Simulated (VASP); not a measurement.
Data:

```
HfSi
1.0
    0.00000     2.67118     2.67118
    2.67118     0.00000     2.67118
    2.67118     2.67118     0.00000
Si Hf
1 1
Cartesian
  0.00000   0.00000   0.00000
  2.67118   2.67118   2.67118
```

These are r2SCAN meta-GGA, VASP's PBE PAW potentials (set 64) (plane waves; VASP) values and carry that method's errors. Numerical set-up: 400 eV cut-off, 13×13×13 Γ-centred mesh, tetrahedra with Blöchl corrections, potentials Si Hf_pv.

Unless said otherwise, spin-orbit coupling is left out, though it shifts the bands of the heavy elements here.

**Question.** Predict the energy per atom (σ→0), band gap (over mesh and band path) with the smallest direct gap where there is one.

**Answer.** 
| Quantity | Result |
|---|---|
| band gap (over mesh and band path) | none (metal, semimetal or under 0.01 eV) |
| energy per atom (σ→0) | -27.563 eV/atom |

Total energies compare only between runs with the same potentials, cut-off and functional.

The structure was generated: HfSi was put into the rocksalt type (Fm-3m), which need not be its known phase. It was relaxed first, which changed the volume by -19 %.
